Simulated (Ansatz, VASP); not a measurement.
# Si2O in two plane-wave programs

Aim: how closely do two programs agree when they are given the same cell, functional and k mesh? Of the first pair: The structure shown is frame 165 of Ansatz's trajectory.

Program: Ansatz 0.2.0. Level of theory: plane waves, with VASP 6.6.1 beside it; single point at PBE. Results are calculated unless marked as measured.

### Step 1. The structure

The cell holds 36 atoms: 24 Si and 12 O. Cell: a = 8.679 Å, b = 8.679 Å, c = 8.679 Å, α = 90.0°, β = 90.0°, γ = 90.0°. Kind glass; density_g_cm3 2.2; melt_temperature_k 3200; route random start, relaxed, short melt, two cooling runs, relaxed.

### Step 2. Ansatz: dynamics, PBE

Ansatz runs on its PAW soft_1 files.

One frame of this run of dynamics is then solved in both programs, so the motion causes no difference.

File input.yaml:

```yaml
crystal:
  lattice:
    - [8.6787297957, 0.0, 0.0]
    - [0.0, 8.6787297957, 0.0]
    - [0.0, 0.0, 8.6787297957]
  atoms:
    - { symbol: Si, position: [0.7256684, 0.7845352, 0.48288656] }
    - { symbol: Si, position: [0.24606642, -0.16580721, 0.54348529] }
    - { symbol: Si, position: [0.35766271, -0.05847918, 0.05048377] }
    - { symbol: Si, position: [1.09589551, 0.57231647, 0.3453336] }
    - { symbol: Si, position: [0.78589945, 0.4479606, 0.40033992] }
    - { symbol: Si, position: [0.77879311, 0.1276098, 0.5002096] }
    - { symbol: Si, position: [0.77023126, 0.95989519, 0.2677068] }
    - { symbol: Si, position: [0.88257339, 0.94794252, -0.06570455] }
    - { symbol: Si, position: [0.72673296, 0.4902419, 0.11107685] }
    - { symbol: Si, position: [0.75404064, 0.39691396, 0.84707258] }
    - { symbol: Si, position: [0.13930495, 0.30418414, 0.89291027] }
    - { symbol: Si, position: [0.40497366, 0.57777729, 0.21555919] }
    - { symbol: Si, position: [0.22298113, 0.6970058, 0.80614009] }
    - { symbol: Si, position: [0.91583125, 0.94139271, 0.65254042] }
    - { symbol: Si, position: [0.62717023, 0.91374892, 0.98356905] }
    - { symbol: Si, position: [0.01970427, -0.04275591, 0.17080138] }
    - { symbol: Si, position: [0.31506707, 0.32454507, 0.32559315] }
    - { symbol: Si, position: [0.51805968, 0.88768151, 0.62729733] }
    - { symbol: Si, position: [0.21595395, 0.16347162, 0.11950101] }
    - { symbol: Si, position: [0.3659297, 0.45994991, 0.8362468] }
    - { symbol: Si, position: [0.19401468, 0.5251424, 1.05460248] }
    - { symbol: Si, position: [-0.0334413, 0.6500124, 0.67215573] }
    - { symbol: Si, position: [0.52132859, 0.15982085, 0.59678261] }
    - { symbol: Si, position: [0.24870621, 0.80512416, 0.270078] }
    - { symbol: O, position: [0.55436004, 0.42862759, 0.85102177] }
    - { symbol: O, position: [0.58073279, 0.61253825, 0.13568045] }
    - { symbol: O, position: [0.16925265, 0.4117568, 0.4213536] }
    - { symbol: O, position: [0.2602178, 0.8677014, 0.89764242] }
    - { symbol: O, position: [-0.14333607, 0.31034668, 0.50465438] }
    - { symbol: O, position: [0.39570099, 0.22389901, 0.46577035] }
    - { symbol: O, position: [0.69038686, 0.58963871, 0.48143128] }
    - { symbol: O, position: [0.57011788, 0.83457985, 0.80676841] }
    - { symbol: O, position: [0.91021523, 0.53864115, 0.28176439] }
    - { symbol: O, position: [0.68845697, 0.367236, 0.25593112] }
    - { symbol: O, position: [0.83602441, 0.55630733, 0.77121493] }
    - { symbol: O, position: [0.10120801, 0.95760868, 0.58226274] }
kpoints:
  mp_grid: { grid: [1, 1, 1] }
scf:
  occupations: { method: fermi_dirac, width: 0.1 }
  n_extra_bands: 24
hamiltonian:
  xc: pbe
  pseudopotentials: { kind: paw, azcp: { folder: soft_1 } }
output:
  forces: true
basis:
  ecutwfc: 320
md:
  timestep: 1.5
  n_steps: 495
  ensemble: nvt_langevin
  temperature: 3200
  seed: 1
```

Run with:

```
> ansatz run input.yaml --threads 8 --pin off --max-ram 23552MiB --backend cpu --events-out ev --progress --plain --runs-dir out
```

Numbers of over 12 decimals in the logs are rounded to 6 here.

Log:

```text
Warning: md: disabling space-group detection — thermal motion breaks the input geometry's symmetry, so no spatial operation reduces the k-mesh or symmetrises the density; time reversal is kept, so that k and −k are solved as one point where they differ and the mesh holds both, and exact exchange and, on two spinor components, a DFT+U term hold to it where the run has them: on two components no moment then forms, and  [...]
Warning: basis.ecutwfc = 320 eV is below the records' recommended 420 eV, and the density's cutoff is lower with it unless basis.ecutrho_ratio is high enough to keep the records' density cutoff: compare with a run at a higher cutoff
scf.n_extra_bands = 24 over 84 filled bands (N_el = 168.0): the run solves 108 bands
Engine: ansatz 0.2.0, aarch64-unknown-linux-gnu
Pseudopotentials: kind: paw
Pseudopotential: Si, paw, valence charge 4, recommended cutoff 420 eV (normal), soft_1/Si.paw.azcp
Pseudopotential: O, paw, valence charge 6, recommended cutoff 420 eV (normal), soft_1/O.paw.azcp
Functional definition: PBE
  parameter kappa = 0.804
  parameter beta = 0.066725
  exchange = pbe_x(kappa = kappa, mu = beta*pi^2/3)
  correlation = pbe_c(beta = beta)
Crystal: 36 atoms, lattice volume = 653.685 Å³
Basis set: ecut = 320 eV, 8409 PW (Γ), exchange–correlation on 108×108×108 points (8 copies of the dense FFT grid, shifted against one another)
Bands: 108, of which v1, the nominal top of the filled ones, is band 84 counted from 1 (83 counted from 0)
Symmetry: 1 space group operations
k-points: 1
Non-local potential: Si, projectors of the file, l = 0: 2, l = 1: 2, l = 2: 1
Non-local potential: O, projectors of the file, l = 0: 2, l = 1: 2, l = 2: 1
PAW form: soft (Blöchl's): semilocal exchange-correlation on the pseudo side does not see the compensation charge
PAW one-centre angular grid: Si, 110 points (default); XC on 64 Gauss nodes
PAW one-centre angular grid: O, 110 points (default); XC on 64 Gauss nodes
Initial density: superposition of atomic densities (chi_scale 0.1, normalization cell, long waves 45 % of neutral atoms (reshape's long-wave potential 1.45 eV rms, cloud 1.77 Å wide))
Initial wavefunctions: pseudopotential atomic-orbital guess
Functional: x = pbe(κ = 0.804, μ = 0.219515), c = pbe(β = 0.066725)
SCF iter   1: F=—  HF=-22079.426503 eV  |F-HF|=—  |Δ(HF+E_count)|=         —  Δρ=5.35e-2  dr2=6.48e1  ethr=3.10e-3  ⟨swp⟩=11.0  Hψ=674  notcnv=0  defer=2
preconditioner: auto → Resta (q_TF=auto, 2.175 Å⁻¹)  ε∞=6.7  [insulator: Δε(μ)=0.364 eV  Ē_g=7.325 eV  σ=0.100 eV  W_gap=0.72  n_scr=122 (ndim 8)  ℏωp=17.4 eV  f_vac=0.007  D(μ)=5.05/eV (n_scr^D=18)  ε∞_Penn≈6.7]
SCF iter   2: F=—  HF=-22070.243291 eV  |F-HF|=—  |Δ(HF+E_count)|=    9.18e0  Δρ=2.94e-2  dr2=1.78e1  ethr=3.10e-3  ⟨swp⟩=4.0  Hψ=230  notcnv=0  defer=3
preconditioner: auto → Kerker (q_TF=auto, 2.175 Å⁻¹)  [metal: Δε(μ)=0.193 eV  Ē_g=7.521 eV  σ=0.100 eV  W_gap=0.45  n_scr=122 (ndim 8)  ℏωp=17.4 eV  f_vac=0.006  D(μ)=8.17/eV (n_scr^D=32)]
SCF iter   3: F=—  HF=-22066.354493 eV  |F-HF|=—  |Δ(HF+E_count)|=    3.89e0  Δρ=8.02e-3  dr2=1.93e0  ethr=3.10e-3  ⟨swp⟩=5.0  Hψ=215  notcnv=0  defer=3
SCF iter   4: F=—  HF=-22066.004837 eV  |F-HF|=—  |Δ(HF+E_count)|=   3.50e-1  Δρ=4.30e-3  dr2=3.19e-1  ethr=1.15e-3  ⟨swp⟩=9.0  Hψ=253  notcnv=0  defer=1
SCF iter   5: F=—  HF=-22065.973200 eV  |F-HF|=—  |Δ(HF+E_count)|=   3.16e-2  Δρ=2.91e-3  dr2=9.50e-2  ethr=1.90e-4  ⟨swp⟩=3.0  Hψ=231  notcnv=0  defer=1
SCF iter   6: F=—  HF=-22065.964361 eV  |F-HF|=—  |Δ(HF+E_count)|=   8.84e-3  Δρ=1.01e-3  dr2=1.83e-2  ethr=5.65e-5  ⟨swp⟩=2.0  Hψ=173  notcnv=0  defer=1
SCF iter   7: F=—  HF=-22065.964559 eV  |F-HF|=—  |Δ(HF+E_count)|=   1.98e-4  Δρ=4.59e-4  dr2=3.43e-3  ethr=1.09e-5  ⟨swp⟩=2.0  Hψ=184  notcnv=0  defer=1
SCF iter   8: F=—  HF=-22065.964997 eV  |F-HF|=—  |Δ(HF+E_count)|=   4.38e-4  Δρ=2.28e-4  dr2=6.38e-4  ethr=2.04e-6  ⟨swp⟩=2.0  Hψ=185  notcnv=0  defer=1
SCF iter   9: F=—  HF=-22065.965066 eV  |F-HF|=—  |Δ(HF+E_count)|=   6.85e-5  Δρ=9.57e-5  dr2=1.41e-4  ethr=3.80e-7  ⟨swp⟩=2.0  Hψ=180  notcnv=0  defer=1
SCF iter  10: F=—  HF=-22065.965107 eV  |F-HF|=—  |Δ(HF+E_count)|=   4.14e-5  Δρ=4.02e-5  dr2=2.16e-5  ethr=8.39e-8  ⟨swp⟩=2.0  Hψ=170  notcnv=0  defer=1
SCF iter  11: F=—  HF=-22065.964937 eV  |F-HF|=—  |Δ(HF+E_count)|=   1.70e-4  Δρ=2.19e-5  dr2=5.15e-6  ethr=1.29e-8  ⟨swp⟩=2.0  Hψ=194  notcnv=0  defer=1
SCF iter  12: F=—  HF=-22065.964938 eV  |F-HF|=—  |Δ(HF+E_count)|=   1.40e-6  Δρ=9.83e-6  dr2=1.19e-6  ethr=3.07e-9  ⟨swp⟩=2.0  Hψ=191  notcnv=0  defer=1
[...]
SCF iter   3: F=—  HF=-22056.737925 eV  |F-HF|=—  |Δ(HF+E_count)|=   1.48e-4  Δρ=7.39e-5  dr2=7.59e-5  ethr=4.55e-7  ⟨swp⟩=2.0  Hψ=187  notcnv=0  defer=1
SCF iter   4: F=—  HF=-22056.738258 eV  |F-HF|=—  |Δ(HF+E_count)|=   3.33e-4  Δρ=1.92e-5  dr2=3.98e-6  ethr=4.52e-8  ⟨swp⟩=2.0  Hψ=163  notcnv=0  defer=1
SCF iter   5: F=—  HF=-22056.738261 eV  |F-HF|=—  |Δ(HF+E_count)|=   3.27e-6  Δρ=6.90e-6  dr2=3.98e-7  ethr=2.37e-9  ⟨swp⟩=2.0  Hψ=177  notcnv=0  defer=1
SCF iter   6: F=—  HF=-22056.738261 eV  |F-HF|=—  |Δ(HF+E_count)|=   3.35e-8  Δρ=2.36e-6  dr2=5.00e-8  ethr=2.37e-10  ⟨swp⟩=2.0  Hψ=192  notcnv=0  defer=1
SCF iter   7: F=-22056.738261 eV  HF=-22056.738261 eV  |F-HF|=2.26e-9  |Δ(HF+E_count)|=   1.36e-9  Δρ=8.63e-7  dr2=4.86e-9  ethr=2.14e-11  ⟨swp⟩=4.0  Hψ=365  notcnv=0
SCF 67 converged in 7 iterations: F = -22056.738261 eV  dr2 = 4.86e-9
  greatest PAW one-centre occupation: 0.874 electrons in one spin orbital (limit 2), on the O atom at site 31 (counted from 0), in its partial waves of l = 0
md step    66: t =    99.00 fs  T =  1922.4 K  F+E_penalty+E_count = -22056.73826098 eV  E_kin = 8.945750 eV  (7 SCF iters)
[...]
md step    67: t =   100.50 fs  T =  1905.0 K  F+E_penalty+E_count = -22056.37846171 eV  E_kin = 8.864717 eV  (6 SCF iters)
[...]
md step    68: t =   102.00 fs  T =  1766.7 K  F+E_penalty+E_count = -22056.01830021 eV  E_kin = 8.220873 eV  (7 SCF iters)
[...]
md step    69: t =   103.50 fs  T =  1805.1 K  F+E_penalty+E_count = -22055.68652838 eV  E_kin = 8.399785 eV  (6 SCF iters)
[...]
md step    70: t =   105.00 fs  T =  1817.0 K  F+E_penalty+E_count = -22055.41110303 eV  E_kin = 8.455325 eV  (8 SCF iters)
[...]
md step    71: t =   106.50 fs  T =  1925.7 K  F+E_penalty+E_count = -22055.24444389 eV  E_kin = 8.960781 eV  (6 SCF iters)
SCF iter   1: F=—  HF=-22055.128167 eV  |F-HF|=—  |Δ(HF+E_count)|=         —  Δρ=5.32e-4  dr2=1.28e-3  ethr=7.82e-6  ⟨swp⟩=4.0  Hψ=340  notcnv=0  defer=4
preconditioner: auto → LDOS  [insulator: Δε(μ)=0.405 eV  Ē_g=7.303 eV  σ=0.100 eV  W_gap=0.76  n_scr=122 (ndim 8)  ℏωp=17.4 eV  f_vac=0.039  D(μ)=5.29/eV (n_scr^D=18)  ε∞_Penn≈6.7  β→1.0]
SCF iter   2: F=—  HF=-22055.128053 eV  |F-HF|=—  |Δ(HF+E_count)|=   1.14e-4  Δρ=2.34e-4  dr2=6.06e-4  ethr=7.62e-7  ⟨swp⟩=2.0  Hψ=205  notcnv=0  defer=4
SCF iter   3: F=—  HF=-22055.127889 eV  |F-HF|=—  |Δ(HF+E_count)|=   1.64e-4  Δρ=6.25e-5  dr2=3.79e-5  ethr=3.61e-7  ⟨swp⟩=2.0  Hψ=184  notcnv=0  defer=4
SCF iter   4: F=—  HF=-22055.128037 eV  |F-HF|=—  |Δ(HF+E_count)|=   1.48e-4  Δρ=1.96e-5  dr2=2.80e-6  ethr=2.26e-8  ⟨swp⟩=2.0  Hψ=188  notcnv=0  defer=4
SCF iter   5: F=—  HF=-22055.128053 eV  |F-HF|=—  |Δ(HF+E_count)|=   1.54e-5  Δρ=4.89e-6  dr2=1.53e-7  ethr=1.67e-9  ⟨swp⟩=2.0  Hψ=184  notcnv=0  defer=4
SCF iter   6: F=-22055.128053 eV  HF=-22055.128053 eV  |F-HF|=2.97e-9  |Δ(HF+E_count)|=   1.21e-8  Δρ=1.56e-6  dr2=1.81e-8  ethr=2.14e-11  ⟨swp⟩=5.0  Hψ=421  notcnv=0
SCF 73 converged in 6 iterations: F = -22055.128053 eV  dr2 = 1.81e-8
  greatest PAW one-centre occupation: 0.877 electrons in one spin orbital (limit 2), on the O atom at site
```

### Step 3. VASP: single point, PBE, pair 1

The same cell, functional, mesh and smearing now go to VASP, with its own data sets.

Lines of VASP's logs that name or quote its potential files are left out, and so is its time.

File INCAR:

```
SYSTEM = Si2O
PREC = Accurate
ENCUT = 520
EDIFF = 1E-06
NELM = 120
ISMEAR = -1
SIGMA = 0.1
LREAL = Auto
ALGO = Normal
GGA = PE
NBANDS = 112
LORBIT = 11
LWAVE = .FALSE.
LCHARG = .FALSE.
ISIF = 2
LASPH = .TRUE.
GGA_COMPAT = .FALSE.
EFERMI = MIDGAP
```

File POSCAR:

```
Si2O
1.0
    8.6787297957      0.0000000000      0.0000000000
    0.0000000000      8.6787297957      0.0000000000
    0.0000000000      0.0000000000      8.6787297957
Si O
24 12
Direct
    0.7630903549      0.6732880430      0.5073051130
    0.2715631268      0.8942851060      0.5737931837
    0.3188813415      0.9207074058      0.0918115921
    0.0093948315      0.4893810615      0.4476622837
    0.7157439103      0.3973448974      0.2737905265
    0.7144245928      0.0559792748      0.3993871317
    0.8922899067      0.8592524685      0.3394951876
    0.9393600437      0.9437044582      0.9480018378
    0.5855869603      0.6040287143      0.0748205112
    0.7228500193      0.2634851014      0.7170859269
    0.1643200138      0.2868180089      0.8958859399
    0.2652814472      0.5824886958      0.2834493132
    0.3051853281      0.7165114189      0.7699533408
    0.9276185789      0.9417494486      0.6852883014
    0.7217453645      0.8405530731      0.0982745430
    0.1084663335      0.9894032880      0.1432017161
    0.3240325562      0.3764079626      0.5002359910
    0.5734765475      0.8085026456      0.6158372395
    0.3245927764      0.2123938691      0.1306736155
    0.3818750068      0.4591457614      0.7366598743
    0.1188461934      0.4244410284      0.0798377436
    0.9162271419      0.5745247424      0.7188543885
    0.4790801301      0.0748586504      0.5730139222
    0.1392859357      0.8262081167      0.3795827359
    0.5490158251      0.3692845699      0.7417357322
    0.4331750254      0.6457444962      0.2025780317
    0.1337255598      0.3748164854      0.5335696708
    0.2444247084      0.8225497473      0.9243470172
    0.6883275475      0.2235248758      0.3033962414
    0.3111131541      0.1952951688      0.4097750574
    0.6513473899      0.5315686867      0.3847940976
    0.4853679166      0.6925203505      0.7396838191
    0.9154295832      0.4305057408      0.2890321578
    0.6615637467      0.4438851181      0.0838918848
    0.8498899233      0.3990415742      0.7215190641
    0.1167279111      0.9686266537      0.6895002081
```

File KPOINTS:

```
Automatic mesh
0
Gamma
1 1 1
0 0 0
```

PAW data sets: Si and O (PBE family, release 64).

Run with:

```
> mpirun -np 4 vasp_gam
```

Log:

```text
[banner, memory and clock lines left out]
running    4 mpi-ranks, on    1 nodes
[...]
LDA part: xc-table for (Slater+PW92), standard interpolation
 POSCAR, INCAR and KPOINTS ok, starting setup
[...]
entering main loop
       N       E                     dE             d eps       ncg     rms          rms(c)
DAV:   1     0.124219033913E+04    0.12422E+04   -0.84024E+04   224   0.137E+03
DAV:   2    -0.744868678940E+02   -0.13167E+04   -0.12466E+04   296   0.281E+02
DAV:   3    -0.223342895446E+03   -0.14886E+03   -0.14617E+03   264   0.989E+01
DAV:   4    -0.227593184433E+03   -0.42503E+01   -0.42277E+01   264   0.185E+01
[...]
DAV:  17    -0.205459958795E+03   -0.12549E-04   -0.16143E-05   256   0.130E-02    0.795E-03
DAV:  18    -0.205459961785E+03   -0.29897E-05   -0.67286E-06   256   0.959E-03    0.558E-03
DAV:  19    -0.205459962239E+03   -0.45382E-06   -0.42146E-06   224   0.732E-03
   1 F= -.20545996E+03 E0= -.20525501E+03  d E =-.409906E+00
```

From OUTCAR (step 3):

```text
  Total       19.9833724      8.2857132      5.5477431     -6.5133559     -2.7755439     -5.5877213
  in kB       48.9791069     20.3082256     13.5974799    -15.9641900     -6.8028387    -13.6954660
  external PRESSURE =      27.6282708 kB  Pullay stress =       0.0000000 kB

 POSITION                                       TOTAL-FORCE (eV/Angst)
 -----------------------------------------------------------------------------------
      6.62265      5.84328      4.40276        -0.168714     -0.573569     -1.241431
      2.35682      7.76126      4.97980        -0.225383      1.654415      2.097159
      2.76748      7.99057      0.79681         6.095661     -2.210181     -2.419969
      0.08154      4.24721      3.88514         0.866587      1.141471      0.086669
      6.21175      3.44845      2.37615         2.381087      2.550487     -1.418790
      6.20030      0.48583      3.46617        -0.947681     -0.280334      0.454651
      7.74394      7.45722      2.94639        -2.524962     -0.157486     -0.469384
      8.15245      8.19016      8.22745        -2.066512     -0.654202      1.068044
      5.08215      5.24220      0.64935        -3.479008      4.594821      0.327615
      6.27342      2.28672      6.22339        -2.501964     -0.466233      0.002586
      1.42609      2.48922      7.77515         1.406897     -2.319906     -2.873135
      2.30231      5.05526      2.45998         0.318644     -0.204251     -0.239565
      2.64862      6.21841      6.68222        -4.411122      0.106207      1.328008
      8.05055      8.17319      5.94743        -0.703564     -0.148056     -0.711863
[...]
-----------------------------------------------------------------------------------
    total drift:                                0.003710      0.011746     -0.014134

  FREE ENERGIE OF THE ION-ELECTRON SYSTEM (eV)
  ---------------------------------------------------
  free  energy   TOTEN  =      -205.4599622388 eV

  energy  without entropy=     -205.0500557528  energy(sigma->0) =     -205.25500900

[... 3 further parts left out ...]
[key lines of the parts left out:]
E-fermi :   4.5078
```

The gap is under twice the smearing width, so the edge states are partly filled and the run can't tell a small gap from a semimetal.

### Step 4. Comparison

Known differences besides the potentials themselves: the cutoff is 320 eV in Ansatz and 520 eV in VASP (PREC = Accurate, projectors in real space); Ansatz's log warns that its cutoff lies below the recommended one. Total energies have different zeros and are not compared.

Forces on 9 of the 36 atoms, those with the largest forces and the largest differences (eV/Å; atoms numbered as in POSCAR):

| atom | Ansatz x, y, z | VASP x, y, z |
| --- | --- | --- |
| Si3 | 6.147, -2.246, -2.468 | 6.096, -2.210, -2.420 |
| Si5 | 2.382, 2.586, -1.341 | 2.381, 2.550, -1.419 |
| Si9 | -3.457, 4.500, 0.374 | -3.479, 4.595, 0.328 |
| Si13 | -4.350, 0.126, 1.353 | -4.411, 0.106, 1.328 |
| Si16 | -5.792, 2.918, 2.394 | -5.735, 2.897, 2.377 |
| Si17 | -1.930, -1.559, -3.247 | -1.880, -1.498, -3.207 |
| Si21 | 0.765, 3.028, 3.853 | 0.774, 3.008, 3.824 |
| O32 | 4.177, -0.252, 0.663 | 4.193, -0.282, 0.665 |
| O34 | 2.044, -3.872, 2.496 | 2.084, -3.937, 2.509 |

The forces differ by 29 meV/Å r.m.s., which is 1.5 % of the r.m.s. force of 1.850 eV/Å (both taken over all components).

### Step 5. Ansatz: dynamics, PBE

One frame of this run of dynamics is then solved in both programs, so the motion causes no difference.

The structure compared here is frame 330 of Ansatz's trajectory.

input.yaml is that of step 2.

Run with:

```
> ansatz run input.yaml --threads 8 --pin off --max-ram 23552MiB --backend cpu --events-out ev --progress --plain --runs-dir out
```

Log:

```text
[...]
Crystal: 36 atoms, lattice volume = 653.685 Å³
Basis set: ecut = 320 eV, 8409 PW (Γ), exchange–correlation on 108×108×108 points (8 copies of the dense FFT grid, shifted against one another)
Bands: 108, of which v1, the nominal top of the filled ones, is band 84 counted from 1 (83 counted from 0)
Symmetry: 1 space group operations
k-points: 1
[...]
SCF iter   1: F=—  HF=-22079.426503 eV  |F-HF|=—  |Δ(HF+E_count)|=         —  Δρ=5.35e-2  dr2=6.48e1  ethr=3.10e-3  ⟨swp⟩=11.0  Hψ=674  notcnv=0  defer=2
[...]
md step    67: t =   100.50 fs  T =  1905.0 K  F+E_penalty+E_count = -22056.37846171 eV  E_kin = 8.864717 eV  (6 SCF iters)
[...]
md step    70: t =   105.00 fs  T =  1817.0 K  F+E_penalty+E_count = -22055.41110303 eV  E_kin = 8.455325 eV  (8 SCF iters)
[...]
md step    71: t =   106.50 fs  T =  1925.7 K  F+E_penalty+E_count = -22055.24444389 eV  E_kin = 8.960781 eV  (6 SCF iters)
[...]
SCF 73 converged in 6 iterations: F = -22055.128053 eV  dr2 = 1.81e-8
[...]
```

(Part 1 of 2 ends here.)

[Lines on the potential files, build, host, timing and source positions are cut from VASP's logs without a mark.]

[Logs are printed without paths, hosts, clocks, repeated set-up lines and the standing remarks that a program may print on its own settings, such as how far it seeks lower states.]

[Hosts, paths, dates, database ids (printed as entryN), source tags and the programs' standing remarks are cut or masked in the printed files.]
